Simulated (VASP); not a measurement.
Input:

```yaml
crystal:
  lattice:
    - [0.00000, 2.40450, 2.40450]
    - [2.40450, 0.00000, 2.40450]
    - [2.40450, 2.40450, 0.00000]
  atoms:
    - { symbol: B, position: [0.00000, 0.00000, 0.00000] }
    - { symbol: As, position: [0.25000, 0.25000, 0.25000] }
```

All values below come from optB86b-vdW, VASP's PBE PAW potentials (set 64) (plane waves; VASP). Settings: 520 eV cut-off, Gaussian smearing of 0.050 eV, potentials B As.

Q: Give the energies of bands 2 to 7 at the high-symmetry points, in eV from the valence-band maximum.

A: 
```tsv
band	Γ	X	U	L	W
2	0.00	-8.39	-8.03	-8.63	-7.95
3	0.00	-3.99	-5.82	-1.78	-5.36
4	0.00	-3.99	-3.41	-1.78	-5.08
5	3.25	1.46	2.05	2.58	5.24
6	3.25	1.46	5.49	4.76	5.83
7	3.25	11.15	9.07	4.76	6.75
```

The gap is indirect, 1.20 eV, from the valence maximum at Γ to the conduction minimum at Γ-X at 0.79.

Measured: gap 1.82 eV (computed value off by -0.62 eV), as given by Wikipedia, List of semiconductor materials.

The compound is BAs in the zinc blende structure. It was relaxed first.
